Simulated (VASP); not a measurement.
Data:

```yaml
crystal:
  lattice:
    - [4.27771, 0.00000, 0.00000]
    - [0.00000, 4.27771, 0.00000]
    - [0.00000, 0.00000, 4.27771]
  atoms:
    - { symbol: Cs, position: [0.00000, 0.00000, 0.00000] }
    - { symbol: Br, position: [0.50000, 0.50000, 0.50000] }
```

Method: rev-vdW-DF2, VASP's PBE PAW potentials (set 64) (plane waves; VASP). Numerical set-up: 520 eV cut-off, 6×6×6 Γ-centred mesh, Gaussian smearing of 0.050 eV, potentials Cs_sv Br.

### Question
Give the energy at these volumes per atom, relative to the lowest: 36.70, 37.88, 39.05, 40.22, 41.39 Å³.

### Answer
8.8, 2.2, 0.0, 1.4, 5.9 meV/atom. A third-order Birch-Murnaghan fit gives B0 = 16.3 GPa and B0′ = 5.1.

The compound is CsBr in the CsCl type structure. It was relaxed first.
